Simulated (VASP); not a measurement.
Computed with vdW-DF-cx, VASP's PBE PAW potentials (set 64) (plane waves; VASP).

Input for VASP

**KPOINTS**
```
Automatic
0
G
  9 9 9
0 0 0
```

INCAR:
```
EDIFF  =  1E-7
ISMEAR  =  0   ! Gaussian
ENCUT  =  520   ! plane-wave cut-off (eV)
SIGMA  =  0.05   ! width (eV)
AGGAC  =  0.0
PREC  =  Accurate
GGA  =  CX
ISIF  =  2   ! forces and stress, cell fixed
LUSE_VDW  =  T
ALGO  =  Normal   ! blocked Davidson
LREAL  =  F   ! projection in real space or not
LASPH  =  T
NELM  =  100   ! most electronic steps
SYSTEM  =  KF
LCHARG  =  F
LWAVE  =  F
```

POSCAR:
```
KF
1.0
  0.0000000000   2.7274643000   2.7274643000
  2.7274643000   0.0000000000   2.7274643000
  2.7274643000   2.7274643000   0.0000000000
K F
1 1
Cart
  0.0000000000   0.0000000000   0.0000000000
  2.7274643000   2.7274643000   2.7274643000
```

POTCAR, in this order: K_sv F (PBE.64 set). Program: vasp_std.

The resulting files:

**OSZICAR**
```
       N       E                     dE             d eps       ncg     rms          rms(c)
DAV:   1     0.122107035496E+03    0.12211E+03   -0.83777E+03   840   0.128E+03
DAV:   2    -0.224382256312E+00   -0.12233E+03   -0.11176E+03  1064   0.330E+02
DAV:   3    -0.522120648188E+01   -0.49968E+01   -0.49727E+01  1064   0.632E+01
DAV:   4    -0.537854334837E+01   -0.15734E+00   -0.15720E+00  1296   0.966E+00
DAV:   5    -0.537987263664E+01   -0.13293E-02   -0.13293E-02  1052   0.110E+00    0.607E+00
DAV:   6    -0.419754422951E+01    0.11823E+01   -0.41390E+00   932   0.173E+01    0.359E+00
DAV:   7    -0.417859862880E+01    0.18946E-01   -0.12761E-01  1140   0.316E+00    0.217E+00
DAV:   8    -0.419252180634E+01   -0.13923E-01   -0.73507E-02   916   0.308E+00    0.238E-01
DAV:   9    -0.419600270187E+01   -0.34809E-02   -0.10109E-02  1008   0.832E-01    0.155E-01
DAV:  10    -0.419721338683E+01   -0.12107E-02   -0.19095E-03   896   0.438E-01    0.908E-02
DAV:  11    -0.419754325721E+01   -0.32987E-03   -0.97014E-04   876   0.262E-01    0.207E-02
DAV:  12    -0.419754272484E+01    0.53237E-06   -0.73670E-05  1068   0.793E-02    0.702E-03
DAV:  13    -0.419754796727E+01   -0.52424E-05   -0.16373E-05   884   0.394E-02    0.329E-03
DAV:  14    -0.419754820576E+01   -0.23850E-06   -0.63521E-07  1108   0.831E-03    0.100E-03
DAV:  15    -0.419754826360E+01   -0.57832E-07   -0.10051E-07   652   0.296E-03
   1 F= -.41975483E+01 E0= -.41975483E+01  d E =-.147172E-12
```

File OUTCAR:
```
------------------------ aborting loop because EDIFF is reached ----------------------------------------
  FORCE on cell =-STRESS in cart. coord.  units (eV):
  Direction    XX          YY          ZZ          XY          YZ          ZX
  --------------------------------------------------------------------------------------
  Total       -0.3697662     -0.3697662     -0.3697662      0.0000000     -0.0000000      0.0000000
  in kB      -14.5992514    -14.5992514    -14.5992514      0.0000000     -0.0000000      0.0000000
  external PRESSURE =     -14.5992514 kB  Pullay stress =       0.0000000 kB
  volume of cell :       40.58
      direct lattice vectors                 reciprocal lattice vectors
     0.000000000  2.727464300  2.727464300    -0.183320456  0.183320456  0.183320456
     2.727464300  0.000000000  2.727464300     0.183320456 -0.183320456  0.183320456
     2.727464300  2.727464300  0.000000000     0.183320456  0.183320456 -0.183320456
  FREE ENERGIE OF THE ION-ELECTRON SYSTEM (eV)
  ---------------------------------------------------
  free  energy   TOTEN  =        -4.1975482636 eV

  energy  without entropy=       -4.1975482636  energy(sigma->0) =       -4.19754826
```
(Selected blocks of OUTCAR.)

OUTCAR:
```
 val. band max:       -2.9906825642   @ k =   0.0000   0.0000   0.0000

 cond. band min:       3.1045634405   @ k =   0.0000   0.0000   0.0000


 Fermi energy:        -2.7630681275

 k-point     1 :       0.0000    0.0000    0.0000
  band No.  band energies     occupation
      1     -29.1953      2.00000
      2     -21.4726      2.00000
      3     -12.5577      2.00000
      4     -12.5577      2.00000
      5     -12.5577      2.00000
      6      -2.9907      2.00000
      7      -2.9907      2.00000
      8      -2.9907      2.00000
      9       3.1046      0.00000
     10       7.6050      0.00000
     11       7.6050      0.00000
     12       7.6050      0.00000

 k-point     2 :       0.1111    0.0000    0.0000
  band No.  band energies     occupation
      1     -29.1871      2.00000
      2     -21.4800      2.00000
      3     -12.5852      2.00000
      4     -12.5615      2.00000
      5     -12.5615      2.00000
      6      -3.0902      2.00000
      7      -3.0267      2.00000
      8      -3.0266      2.00000
      9       3.4280      0.00000
     10       7.4227      0.00000
     11       7.7597      0.00000
     12       7.7597      0.00000

 k-point     3 :       0.2222    0.0000    0.0000
  band No.  band energies     occupation
      1     -29.1663      2.00000
      2     -21.4984      2.00000
      3     -12.6544      2.00000
      4     -12.5710      2.00000
      5     -12.5710      2.00000
      6      -3.3176      2.00000
      7      -3.1163      2.00000
      8      -3.1163      2.00000
      9       4.2780      0.00000
     10       7.1127      0.00000
     11       8.1581      0.00000
     12       8.1581      0.00000

 k-point     4 :       0.3333    0.0000    0.0000
  band No.  band energies     occupation
      1     -29.1424      2.00000
      2     -21.5194      2.00000
      3     -12.7321      2.00000
      4     -12.5818      2.00000
      5     -12.5818      2.00000
      6      -3.5448      2.00000
...
```

The compound is KF in the rock salt structure. This cell is one point of a volume scan, at 1.06 of the reference volume.
